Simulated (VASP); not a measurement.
Given:

```cif
data_Br4K4
_chemical_formula_sum 'K4 Br4'
_space_group_name_H-M_alt 'Fm-3m'
_space_group_IT_number 225
_space_group_name_Hall '-F 4 2 3'
_cell_length_a 6.67812
_cell_length_b 6.67812
_cell_length_c 6.67812
_cell_angle_alpha 90.000
_cell_angle_beta 90.000
_cell_angle_gamma 90.000
loop_
_atom_site_label
_atom_site_type_symbol
_atom_site_symmetry_multiplicity
_atom_site_Wyckoff_symbol
_atom_site_fract_x
_atom_site_fract_y
_atom_site_fract_z
_atom_site_occupancy
K1 K 4 a 0.00000 0.00000 0.00000 1
Br1 Br 4 b 0.50000 0.50000 0.50000 1
```
(The calculation used a cell of 2 atoms; values per cell refer to that cell.)

These are AM05 GGA, VASP's PBE PAW potentials (set 64) (plane waves; VASP 6.6.1) values and carry that method's errors. Settings: 520 eV cut-off, 7×7×7 Γ-centred mesh, Gaussian smearing of 0.050 eV, potentials K_sv Br.

**Question.** Give the energy at these volumes per atom, relative to the lowest: 34.92, 36.03, 37.15, 38.26, 39.38 Å³.

**Answer.** 6.4, 1.6, 0.0, 1.1, 4.4 meV/atom. A third-order Birch-Murnaghan fit gives B0 = 12.7 GPa and B0′ = 4.9.

The compound is KBr in the rock salt structure. It was relaxed first.
